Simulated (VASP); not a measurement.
```
GaP
1.0
    0.00000     2.61620     2.61620
    2.61620     0.00000     2.61620
    2.61620     2.61620     0.00000
Ga P
1 1
Cartesian
  0.00000   0.00000   0.00000
  1.30810   1.30810   1.30810
```

Calculation: LDA (Ceperley-Alder, Perdew-Zunger), VASP's LDA PAW potentials (set 64) (plane waves; VASP 6.6.1). Run with 500 eV cut-off, 9×9×9 Γ-centred mesh, Gaussian smearing of 0.050 eV, potentials Ga_d P.

Q: Estimate the energy per atom (σ→0), pressure.

A: 
energy per atom (σ→0): -5.177 eV/atom
pressure: 9.97 GPa

Total energies compare only between runs with the same potentials, cut-off and functional.

The compound is GaP in the zinc blende structure. It was relaxed first under an external pressure of 10 GPa.
